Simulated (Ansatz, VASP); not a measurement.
# GaN in two plane-wave programs, part 2 of 2

One calculation is typed for both programs; each brings its own data sets. How far apart do they land? The structure shown comes from an earlier Ansatz run, which isn't shown and may have moved the atoms alone.

VASP 6.6.1 and Ansatz 0.2.0.

So far: Starting point; Ansatz: elastic constants, LDA.

## Step 3: VASP: elastic constants, LDA

Level of this step: LDA; plane waves and PAW (Ga_d, N) (VASP).

The same cell, functional (in two slightly different forms) and mesh now go to VASP, with its own data sets.

Lines of VASP's logs that name or quote its potential files are left out, and so is its time.

Contents of INCAR:

```
SYSTEM = GaN
PREC = Accurate
ENCUT = 600
EDIFF = 1E-08
NELM = 120
ISMEAR = 0
SIGMA = 0.01
LREAL = .FALSE.
ALGO = Normal
GGA = PW92
NBANDS = 24
LORBIT = 11
LWAVE = .FALSE.
LCHARG = .FALSE.
ISIF = 3
IBRION = 6
NFREE = 2
POTIM = 0.015
NSW = 1
LASPH = .TRUE.
GGA_COMPAT = .FALSE.
EFERMI = MIDGAP
KPAR = 2
```

Contents of POSCAR:

```
GaN
1.0
    3.1517989516      0.0000000000      0.0000000000
   -1.5758994758      2.7295379597      0.0000000000
    0.0000000000      0.0000000000      5.1383921642
Ga N
2 2
Direct
    0.3333333334      0.6666666668      0.9992950147
    0.6666666668      0.3333333334      0.4992950147
    0.3333333334      0.6666666668      0.3757049853
    0.6666666668      0.3333333334      0.8757049853
```

Contents of KPOINTS:

```
Automatic mesh
0
Gamma
9 9 6
0 0 0
```

PAW data sets: Ga_d and N (LDA family, release 64).

Command:

```bash
mpirun -np 2 vasp_std
```

Numbers of over 12 decimals in the logs are rounded to 6 here.

What it wrote:

```text
[banner, memory and clock lines left out]
running    2 mpi-ranks, on    1 nodes
 distrk:  each k-point on    1 cores,    2 groups
 distr:  one band on    1 cores,    1 groups

 POSCAR found type information on POSCAR GaN
 POSCAR found :  2 types and       4 ions
|                                                                             |
|               ----> ADVICE to this user running VASP <----                  |
|                                                                             |
|     You enforced a specific xc type in the INCAR file but a different       |
|     [... a line on the potential file left out ...]
|     I HOPE YOU KNOW WHAT YOU ARE DOING!                                     |
|                                                                             |

 LDA part: xc-table for (Slater(with rela. corr.)+PW92), standard interpolation
 POSCAR, INCAR and KPOINTS ok, starting setup
 FFT: planning ... GRIDC
 FFT: planning ... GRID_SOFT
 FFT: planning ... GRID
 WAVECAR not read
 entering main loop
       N       E                     dE             d eps       ncg     rms          rms(c)
DAV:   1     0.289325177829E+03    0.28933E+03   -0.19646E+04  2416   0.307E+03
DAV:   2     0.358735149119E+01   -0.28574E+03   -0.27318E+03  2576   0.550E+02
DAV:   3    -0.311513621639E+02   -0.34739E+02   -0.34428E+02  2832   0.151E+02
DAV:   4    -0.320984127952E+02   -0.94705E+00   -0.94588E+00  2736   0.279E+01
DAV:   5    -0.321180764554E+02   -0.19664E-01   -0.19657E-01  2824   0.365E+00    0.108E+01
DAV:   6    -0.279484764062E+02    0.41696E+01   -0.12856E+01  3992   0.554E+01    0.312E+00
DAV:   7    -0.279872265249E+02   -0.38750E-01   -0.14042E+00  2480   0.909E+00    0.258E+00
DAV:   8    -0.279486035958E+02    0.38623E-01   -0.27722E-01  3920   0.631E+00    0.109E+00
DAV:   9    -0.279259731313E+02    0.22630E-01   -0.85024E-02  3888   0.472E+00    0.315E-01
DAV:  10    -0.279267462804E+02   -0.77315E-03   -0.53777E-03  2536   0.596E-01    0.118E-01
DAV:  11    -0.279265005276E+02    0.24575E-03   -0.13005E-03  3624   0.657E-01    0.385E-02
DAV:  12    -0.279265137921E+02   -0.13264E-04   -0.13572E-04  2424   0.780E-02    0.462E-02
DAV:  13    -0.279265412225E+02   -0.27430E-04   -0.28198E-05  3904   0.491E-02    0.806E-02
DAV:  14    -0.279266373007E+02   -0.96078E-04   -0.10938E-04  3688   0.939E-02    0.152E-01
DAV:  15    -0.279267572332E+02   -0.11993E-03   -0.84428E-05  4008   0.894E-02    0.210E-01
DAV:  16    -0.279265975600E+02    0.15967E-03   -0.13064E-04  3856   0.131E-01    0.138E-01
DAV:  17    -0.279265023484E+02    0.95212E-04   -0.25718E-04  3984   0.164E-01    0.304E-02
DAV:  18    -0.279265013741E+02    0.97436E-06   -0.59973E-05  3616   0.605E-02    0.114E-02
DAV:  19    -0.279265012076E+02    0.16649E-06   -0.22166E-06  2424   0.128E-02    0.672E-03
DAV:  20    -0.279265010182E+02    0.18937E-06   -0.53834E-07  3736   0.546E-03    0.225E-03
DAV:  21    -0.279265009982E+02    0.20018E-07   -0.10368E-07  3424   0.264E-03    0.238E-04
DAV:  22    -0.279265009984E+02   -0.20373E-09   -0.14007E-08  1560   0.943E-04
   1 F= -.27926501E+02 E0= -.27926501E+02  d E =0.000000E+00
[... from here on, the cycles between the ionic steps are left out ...]
   2 F= -.27916645E+02 E0= -.27916645E+02  d E =0.000000E+00
  13 F= -.27922944E+02 E0= -.27922944E+02  d E =0.000000E+00
  14 F= -.27924910E+02 E0= -.27924910E+02  d E =0.000000E+00
  15 F= -.27924910E+02 E0= -.27924910E+02  d E =0.000000E+00
  16 F= -.27924106E+02 E0= -.27924106E+02  d E =0.000000E+00
  17 F= -.27924155E+02 E0= -.27924155E+02  d E =0.000000E+00
  18 F= -.27924885E+02 E0= -.27924885E+02  d E =0.000000E+00
  19 F= -.27924885E+02 E0= -.27924885E+02  d E =0.000000E+00
  20 F= -.27924389E+02 E0= -.27924389E+02  d E =0.000000E+00
 Finite differences progress:
  Degree of freedom:  10/ 10
  Displacement:        1/  2
  Total:              19/ 20
 bond charge predicted
       N       E                     dE             d eps       ncg     rms          rms(c)
DAV:   1    -0.279219158819E+02    0.24729E-02   -0.31316E+00  3088   0.984E+00    0.210E-01
DAV:   2    -0.279247052834E+02   -0.27894E-02   -0.48705E-02  3896   0.328E+00    0.119E-01
DAV:   3    -0.279243452867E+02    0.36000E-03   -0.31043E-03  3368   0.563E-01    0.391E-02
DAV:   4    -0.279243511070E+02   -0.58203E-05   -0.49808E-04  3608   0.190E-01    0.179E-02
DAV:   5    -0.279243487016E+02    0.24054E-05   -0.20909E-05  3624   0.107E-01    0.109E-02
DAV:   6    -0.279243478125E+02    0.88911E-06   -0.49017E-06  3856   0.250E-02    0.244E-03
DAV:   7    -0.279243478224E+02   -0.99226E-08   -0.63230E-07  3160   0.976E-03    0.692E-04
DAV:   8    -0.279243478257E+02   -0.32160E-08   -0.98789E-08  4648   0.879E-03
  21 F= -.27924348E+02 E0= -.27924348E+02  d E =0.000000E+00
 Finite differences progress:
  Degree of freedom:  10/ 10
  Displacement:        2/  2
  Total:              20/ 20
```

From OUTCAR (step 3):

```text
ion  position               nearest neighbor table
   1  0.333  0.667  0.999-   4 1.93   4 1.93   4 1.93   3 1.93
   2  0.667  0.333  0.499-   3 1.93   3 1.93   3 1.93   4 1.93
   3  0.333  0.667  0.376-   2 1.93   2 1.93   2 1.93   1 1.93
   4  0.667  0.333  0.876-   1 1.93   1 1.93   1 1.93   2 1.93

  LATTYP: Found a hexagonal cell.
 ALAT       =     3.1517989516
 C/A-ratio  =     1.6303045477

 Subroutine GETGRP returns: Found 12 space group operations
 (whereof  6 operations were pure point group operations)

The static configuration has the point symmetry C_3v.
 The point group associated with its full space group is C_6v.

 Found     48 irreducible k-points:

   k-points           NKPTS =     48   k-points in BZ     NKDIM =     48   number of bands    NBANDS=     24

   dimension x,y,z NGX =    28 NGY =   28 NGZ =   42
   dimension x,y,z NGXF=    56 NGYF=   56 NGZF=   84

   ENCUT  =  600.0 eV  44.10 Ry    6.64 a.u.   6.29  6.29 10.26*2*pi/ulx,y,z

   NELECT =      36.0000    total number of electrons

 k-points in reciprocal lattice and weights: Automatic mesh
   0.00000000  0.00000000  0.00000000       0.002
   0.11111111  0.00000000  0.00000000       0.012
   0.22222222  0.00000000  0.00000000       0.012
   0.33333333  0.00000000  0.00000000       0.012
   0.44444444  0.00000000  0.00000000       0.012
   0.11111111  0.11111111  0.00000000       0.012
   0.22222222  0.11111111  0.00000000       0.025
   0.33333333  0.11111111  0.00000000       0.025
   0.44444444  0.11111111  0.00000000       0.012
[...]
0.33333333  0.22222222  0.50000000       0.025
   0.33333333  0.33333333  0.50000000       0.004

 average (electrostatic) potential at core
       1 -64.3587       2 -64.3783       3 -61.6178       4 -61.6225

 E-fermi :   6.5166

 k-point     1 :       0.0000    0.0000    0.0000
  band No.  band energies     occupation
    ...
     14       4.3557      2.00000
     15       4.3557      2.00000
     16       5.3694      2.00000
     17       5.4477      2.00000
     18       5.4477      2.00000
     19       7.5855      0.00000
     20       9.8394      0.00000
     21      14.6499      0.00000
     22      15.3471      0.00000
     23      15.3471      0.00000
    ...

 k-point     2 :       0.1111    0.0000    0.0000
  band No.  band energies     occupation
    ...
     14       3.4682      2.00000
     15       4.0929      2.00000
     16       4.4970      2.00000
     17       5.2404      2.00000
     18       5.3335      2.00000
     19       8.4281      0.00000
     20      10.5533      0.00000
     21      14.2102      0.00000
     22      14.6573      0.00000
     23      15.6609      0.00000
    ...

 k-point     3 :       0.2222    0.0000    0.0000
  band No.  band energies     occupation
    ...
     14       1.7191      2.00000
     15       2.9528      2.00000
     16       3.5127      2.00000
     17       4.8176      2.00000
     18       5.0236      2.00000
     19       9.6149      0.00000
     20      11.4352      0.00000
     21      13.0108      0.00000
     22      14.0884      0.00000
     23      15.6939      0.00000
    ...

[...]
...
     14       2.3849      2.00000
     15       3.0386      2.00000
     16       3.8693      2.00000
     17       4.9740      2.00000
     18       4.9850      2.00000
     19       9.3757      0.00000
     20      11.4973      0.00000
     21      13.6244      0.00000
     22      13.6565      0.00000
     23      16.0318      0.00000
    ...

  Total        0.1323692      0.1323692      0.3890952      0.0000000      0.0000000      0.0000000
  in kB        4.7975851      4.7975851     14.1023524      0.0000000      0.0000000      0.0000000
  external PRESSURE =       7.8991742 kB  Pullay stress =       0.0000000 kB

  energy-cutoff  :      600.00
  volume of cell :       44.21
      direct lattice vectors                 reciprocal lattice vectors
     3.151798952  0.000000000  0.000000000     0.317279121  0.183181186  0.000000000
    -1.575899476  2.729537960  0.000000000     0.000000000  0.366362371  0.000000000
     0.000000000  0.000000000  5.138392164     0.000000000  0.000000000  0.194613406

 POSITION                                       TOTAL-FORCE (eV/Angst)
 -----------------------------------------------------------------------------------
      0.00000      1.81969      5.13477        -0.000000      0.000000     -0.117861
      1.57590      0.90985      2.56557        -0.000000     -0.000000     -0.077055
      0.00000      1.81969      1.91552         0.000000      0.000000      0.291056
      1.57590      0.90985      4.49972        -0.000000      0.000000     -0.096140
 -----------------------------------------------------------------------------------
    total drift:                               -0.000001     -0.000001     -0.000354

  FREE ENERGIE OF THE ION-ELECTRON SYSTEM (eV)
  ---------------------------------------------------
  free  energy   TOTEN  =       -27.9243478257 eV

  energy  without entropy=      -27.9243478257  energy(sigma->0) =      -27.92434783

  SYMMETRIZED ELASTIC MODULI (kBar)
 Direction    XX          YY          ZZ          XY          YZ          ZX
 --------------------------------------------------------------------------------
 XX        4398.9821   1096.9087    659.5647      0.0000      0.0000      0.0000
 YY        1096.9087   4398.9821    659.5647      0.0000      0.0000     -0.0000
 ZZ         659.5647    659.5647   4819.9658      0.0000      0.0000     -0.0000
 XY           0.0000      0.0000      0.0000   1651.0367      0.0000     -0.0000
 YZ           0.0000      0.0000      0.0000      0.0000   1147.9903      0.0000
 ZX           0.0000      0.0000     -0.0000      0.0000      0.0000   1147.9903
 --------------------------------------------------------------------------------

 Eigenvectors and eigenvalues of the dynamical matrix
 ----------------------------------------------------

   1 f  =   21.035020 THz   132.166930 2PiTHz  701.652746 cm-1    86.993814 meV
             X         Y         Z           dx          dy          dz
      0.000000  1.819692  5.134770    -0.000000    0.000000    0.038199
      1.575899  0.909846  2.565574    -0.000000    0.000000   -0.038199
      0.000000  1.819692  1.930520    -0.000000    0.000000   -0.706074
      1.575899  0.909846  4.499716     0.000000   -0.000000    0.706074

   2 f  =   17.214749 THz   108.163455 2PiTHz  574.222201 cm-1    71.194447 meV
             X         Y         Z           dx          dy          dz
      0.000000  1.819692  5.134770    -0.246189   -0.000006    0.000000
      1.575899  0.909846  2.565574     0.246189    0.000006    0.000000
      0.000000  1.819692  1.930520    -0.662866   -0.000016   -0.000000
      1.575899  0.909846  4.499716     0.662866    0.000016   -0.000000

   3 f  =   17.214749 THz   108.163455 2PiTHz  574.222201 cm-1    71.194447 meV
             X         Y         Z           dx          dy          dz
      0.000000  1.819692  5.134770     0.000006   -0.246189   -0.000000
      1.575899  0.909846  2.565574    -0.000006    0.246189    0.000000
      0.000000  1.819692  1.930520     0.000016   -0.662866    0.000000
      1.575899  0.909846  4.499716    -0.000016    0.662866    0.000000

   4 f  =   16.933689 THz   106.397509 2PiTHz  564.847081 cm-1    70.032081 meV
             X         Y         Z           dx          dy          dz
      0.000000  1.819692  5.134770     0.289139   -0.000018   -0.000000
      1.575899  0.909846  2.565574     0.289139   -0.000018   -0.000000
      0.000000  1.819692  1.930520    -0.645290    0.000041    0.000000
      1.575899  0.909846  4.499716    -0.645290    0.000041    0.000000

   5 f  =   16.933689 THz   106.397509 2PiTHz  564.847081 cm-1    70.032081 meV
             X         Y         Z           dx          dy          dz
      0.000000  1.819692  5.134770     0.000018    0.289139    0.000000
      1.575899  0.909846  2.565574     0.000018    0.289139   -0.000000
      0.000000  1.819692  1.930520    -0.000041   -0.645290   -0.000000
      1.575899  0.909846  4.499716    -0.000041   -0.645290   -0.000000

   6 f  =   16.273259 THz   102.247904 2PiTHz  542.817501 cm-1    67.300762 meV
             X         Y         Z           dx          dy          dz
      0.000000  1.819692  5.134770     0.000000   -0.000000    0.289014
      1.575899  0.909846  2.565574     0.000000   -0.000000    0.289014
      0.000000  1.819692  1.930520    -0.000000    0.000000   -0.645346
      1.575899  0.909846  4.499716    -0.000000    0.000000   -0.645346

   7 f  =   10.129670 THz    63.646591 2PiTHz  337.889408 cm-1    41.892929 meV
             X         Y         Z           dx          dy          dz
      0.000000  1.819692  5.134770     0.000000    0.000000   -0.706074
      1.575899  0.909846  2.565574     0.000000    0.000000    0.706074
      0.000000  1.819692  1.930520     0.000000    0.000000   -0.038199
      1.575899  0.909846  4.499716    -0.000000   -0.000000    0.038199

   8 f  =    4.171798 THz    26.212183 2PiTHz  139.156217 cm-1    17.253164 meV
             X         Y         Z           dx          dy          dz
      0.000000  1.819692  5.134770     0.662866    0.000608    0.000000
      1.575899  0.909846  2.565574    -0.662866   -0.000608    0.000000
      0.000000  1.819692  1.930520    -0.246189   -0.000226    0.000000
      1.575899  0.909846  4.499716     0.246189    0.000226    0.000000

   9 f  =    4.171798 THz    26.212183 2PiTHz  139.156217 cm-1    17.253164 meV
             X         Y         Z           dx          dy          dz
      0.000000  1.819692  5.134770    -0.000608    0.662866    0.000000
      1.575899  0.909846  2.565574     0.000608   -0.662866    0.000000
      0.000000  1.819692  1.930520     0.000226   -0.246189    0.000000
      1.575899  0.909846  4.499716    -0.000226    0.246189    0.000000

  10 f/i=    0.000581 THz     0.003650 2PiTHz    0.019375 cm-1     0.002402 meV
             X         Y         Z           dx          dy          dz
      0.000000  1.819692  5.134770    -0.564823    0.312048   -0.000000
      1.575899  0.909846  2.565574    -0.564823    0.312048   -0.000000
      0.000000  1.819692  1.930520    -0.253084    0.139821   -0.000000
      1.575899  0.909846  4.499716    -0.253084    0.139821   -0.000000

  11 f/i=    0.000581 THz     0.003650 2PiTHz    0.019375 cm-1     0.002402 meV
             X         Y         Z           dx          dy          dz
      0.000000  1.819692  5.134770     0.312048    0.564823    0.000000
      1.575899  0.909846  2.565574     0.312048    0.564823    0.000000
      0.000000  1.819692  1.930520     0.139821    0.253084    0.000000
      1.575899  0.909846  4.499716     0.139821    0.253084    0.000000

  12 f/i=    0.003702 THz     0.023263 2PiTHz    0.123497 cm-1     0.015312 meV
             X         Y         Z           dx          dy          dz
      0.000000  1.819692  5.134770    -0.000000   -0.000000    0.645346
      1.575899  0.909846  2.565574    -0.000000   -0.000000    0.645346
      0.000000  1.819692  1.930520    -0.000000   -0.000000    0.289014
      1.575899  0.909846  4.499716    -0.000000   -0.000000    0.289014

 ELASTIC MODULI CONTR FROM IONIC RELAXATION (kBar)
 Direction    XX          YY          ZZ          XY          YZ          ZX
 --------------------------------------------------------------------------------
 XX        -709.4860    318.8429    369.0345     -0.0000      0.0000     -0.0000
 YY         318.8429   -709.4860    369.0345      0.0000     -0.0000      0.0000
 ZZ         369.0345    369.0345   -697.2423      0.0000      0.0000      0.0000
 XY          -0.0000      0.0000      0.0000   -514.1645     -0.0000     -0.0000
 YZ           0.0000     -0.0000      0.0000     -0.0000   -190.7453     -0.0000
 ZX          -0.0000      0.0000      0.0000      0.0000     -0.0000   -190.7453
 --------------------------------------------------------------------------------

 TOTAL ELASTIC MODULI (kBar)
 Direction    XX          YY          ZZ          XY          YZ          ZX
 --------------------------------------------------------------------------------
 XX        3689.4960   1415.7516   1028.5992     -0.0000      0.0000     -0.0000
 YY        1415.7516   3689.4960   1028.5992      0.0000     -0.0000      0.0000
 ZZ        1028.5992   1028.5992   4122.7235      0.0000      0.0000      0.0000
 XY          -0.0000      0.0000      0.0000   1136.8722     -0.0000     -0.0000
 YZ           0.0000     -0.0000      0.0000     -0.0000    957.2450     -0.0000
 ZX          -0.0000      0.0000      0.0000      0.0000     -0.0000    957.2450
 --------------------------------------------------------------------------------

 total charge
# of ion       s       p       d       tot
------------------------------------------
    1        0.802   0.949  10.199  11.950
    2        0.802   0.949  10.199  11.950
    3        1.206   2.514   0.000   3.720
    4        1.206   2.514   0.000   3.720
--------------------------------------------------
tot          4.017   6.926  20.398  31.341
```

CONTCAR:

```
GaN
   1.00000000000000
     3.1517989516000000    0.0000000000000000    0.0000000000000000
    -1.5758994758000000    2.7295379597000000    0.0000000000000000
     0.0000000000000000    0.0000000000000000    5.1383921641999999
  Ga              N
     2     2
Direct
     0.3333333333999988    0.6666666667999976    0.9992950147000030
     0.6666666667999976    0.3333333333999988    0.4992950147000030
     0.3333333333999988    0.6666666667999976    0.3727857842112776
     0.6666666667999976    0.3333333333999988    0.8757049852999970
```

Levels, forces or a CONTCAR printed for this step are those of its last displaced cell, not of the structure at rest.

## Step 4: Differences

Known differences besides the potentials themselves: fixed occupations in Ansatz, narrow Gaussian smearing in VASP; the cutoff is 420 eV in Ansatz and 600 eV in VASP; VASP's log shows a relativistic correction to its local exchange, Ansatz's none; VASP takes each elastic constant from one size of strain, Ansatz from those that its log lists. Total energies have different zeros and are not compared.

Compared:

| quantity | Ansatz | VASP | difference |
| --- | --- | --- | --- |
| C11 (GPa) | 367.1 | 368.9 | -0.51 % |
| C22 (GPa) | 367.1 | 368.9 | -0.51 % |
| C33 (GPa) | 409.2 | 412.3 | -0.74 % |
| C12 (GPa) | 138.3 | 141.6 | -2.32 % |
| C13 (GPa) | 100.5 | 102.9 | -2.33 % |
| C23 (GPa) | 100.5 | 102.9 | -2.33 % |
| C44 (GPa) | 96.6 | 95.7 | +0.92 % |
| C55 (GPa) | 96.6 | 95.7 | +0.92 % |
| C66 (GPa) | 114.4 | 113.7 | +0.61 % |

## Step 5: What came out

```
difference in C13 (elastic constants, LDA) : -2.3 %
```

In words: The difference in C13 is -2.3 % (elastic constants, LDA), within the 5 % picked in this series as the mark of a large difference. Such differences can come from data sets, numerical settings and the points named under the comparisons, not from the functional's error against experiment.

[Lines on the potential files, build, host, timing and source positions are cut from VASP's logs without a mark.]

[Logs are printed without paths, hosts, clocks, repeated set-up lines and the standing remarks that a program may print on its own settings, such as how far it seeks lower states.]

[Hosts, paths, dates, database ids (printed as entryN), source tags and the programs' standing remarks are cut or masked in the printed files.]
